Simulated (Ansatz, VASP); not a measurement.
# Bi4C: VASP beside Ansatz

File INCAR:

```
ALGO     = Normal         # electronic algorithm
EDIFF    = 1E-7           # SCF threshold, eV
EDIFFG   = -0.04          # ionic threshold
ENCUT    = 600            # plane-wave cutoff, eV
GGA      = PE             # functional
IBRION   = 2              # ionic algorithm
ISIF     = 3              # what is computed and relaxed
ISMEAR   = 0              # smearing method
LASPH    = True           # aspherical terms in the spheres
LCHARG   = False          # write CHGCAR
LREAL    = False          # projectors in reciprocal space
LWAVE    = False          # write WAVECAR
NELM     = 60             # most SCF steps
NSW      = 90             # ionic steps
PREC     = Accurate       # precision mode
SIGMA    = 0.1            # smearing width, eV
```

File KPOINTS:

```
k-points
0
Gamma
  4 4 4
```

Contents of POSCAR:

```
Bi4C
1.0
   -3.2010864700      3.2010864700      3.2010864700
    3.2010864700     -3.2010864700      3.2010864700
    3.2010864700      3.2010864700     -3.2010864700
Bi C
4 1
Direct
    0.0000000000      0.0000000000      0.5000000000
    0.5000000000      0.0000000000      0.0000000000
    0.5000000000      0.5000000000      0.5000000000
    0.0000000000      0.5000000000      0.0000000000
    0.0000000000      0.0000000000      0.0000000000
```

Input for Ansatz:

```yaml
crystal:
  lattice:
    - [-3.20108647, 3.20108647, 3.20108647]
    - [3.20108647, -3.20108647, 3.20108647]
    - [3.20108647, 3.20108647, -3.20108647]
  atoms:
    - { symbol: Bi, position: [0.0, 0.0, 0.5] }
    - { symbol: Bi, position: [0.5, 0.0, 0.0] }
    - { symbol: Bi, position: [0.5, 0.5, 0.5] }
    - { symbol: Bi, position: [0.0, 0.5, 0.0] }
    - { symbol: C, position: [0.0, 0.0, 0.0] }
basis:
  ecutwfc: 420
kpoints:
  mp_grid: { grid: [4, 4, 4] }
hamiltonian:
  xc: pbe
scf:
  occupations: { method: gaussian, width: 0.1 }
  lower_state_search: "off"
output:
  forces: true
  stress: true
  eigenvalues: true
relax:
  adjacent_minimum: "off"
  f_tol: 0.04
  max_steps: 70
  cell: { stress_tol: 0.4 }
```

Change from the starting cell: species swapped into the NiHg4 type (Im-3m, No. 229).

Alike in both runs: task relaxation of cell and atoms; functional PBE; k mesh 4 × 4 × 4; occupations gaussian, width 0.1 eV; no spin polarisation.

|  | VASP | Ansatz |
| --- | --- | --- |
| version | VASP 6.6.1 | Ansatz 0.2.0 |
| potentials or method | VASP PAW PBE potentials, release 64 (Bi_d, C) | scalar-relativistic, plane waves, PAW |
| plane-wave cutoff (eV) | 600 | 420 |
| valence electrons in the cell | 64 | 64 |

|  | VASP | Ansatz | Ansatz less VASP |
| --- | --- | --- | --- |
| gap on the k mesh at the Fermi level, each at its own relaxed structure (eV) | none | none | - |
| relaxed volume (Å³/atom) | 28.21 | 28.20 | -0.011 |
| relaxed cell length with the largest relative difference (Å) | 5.680 | 5.679 | -0.0007 |
| energy change over the relaxation (meV/atom) | -29 | -29 | -0.2 |

A gap of «none» marks a metal or a gap that the smearing closes.

Caveats: spin-orbit coupling is left out, which moves the levels of the heavy elements.
